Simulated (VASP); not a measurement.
GW runs with VASP on BaO (rock salt), on PBE orbitals with a Kohn-Sham gap of 2.04 eV on the mesh.

```cif
data_BaO
_chemical_formula_sum 'Ba1 O1'
_space_group_name_H-M_alt 'P 1'
_space_group_IT_number 1
_cell_length_a 3.91737
_cell_length_b 3.91737
_cell_length_c 3.91737
_cell_angle_alpha 60.000
_cell_angle_beta 60.000
_cell_angle_gamma 60.000
loop_
_space_group_symop_operation_xyz
  'x, y, z'
loop_
_atom_site_label
_atom_site_type_symbol
_atom_site_fract_x
_atom_site_fract_y
_atom_site_fract_z
_atom_site_occupancy
Ba1 Ba 0.00000 0.00000 0.00000 1
O1 O 0.50000 0.50000 0.50000 1
```

Run with PREC = Normal, 500 eV cut-off, 4×4×4 Γ-centred mesh, Gaussian smearing of 0.010 eV, potentials Ba_sv_GW O_GW_new.

The mesh is coarse and the basis finite, so the quasiparticle values are not converged. Unless said otherwise, spin-orbit coupling is left out, though it shifts the bands of the heavy elements here.

```json
[
 {"run": "run 1", "level": "G0W0@PBE, 1 step(s)", "NBANDS": "64", "ENCUTGW (eV)": "150", "QP gap (eV)": "3.03", "smallest direct QP gap (eV)": "3.03"},
 {"run": "run 2", "level": "G0W0@PBE, 1 step(s)", "NBANDS": "160", "ENCUTGW (eV)": "200", "QP gap (eV)": "3.20", "smallest direct QP gap (eV)": "3.20"},
 {"run": "run 3", "level": "evGW0@PBE, 4 step(s)", "NBANDS": "160", "ENCUTGW (eV)": "200", "QP gap (eV)": "(withheld)", "smallest direct QP gap (eV)": "(withheld)"}
]
```

Problem. Complete the blanks.

Solution. 
- run 3, QP gap (eV): 3.52
- run 3, smallest direct QP gap (eV): 3.52

Left out are failed runs and those that VASP or the mesh makes unfit.

The compound is BaO in the rock salt structure. The cell was not relaxed at this level.
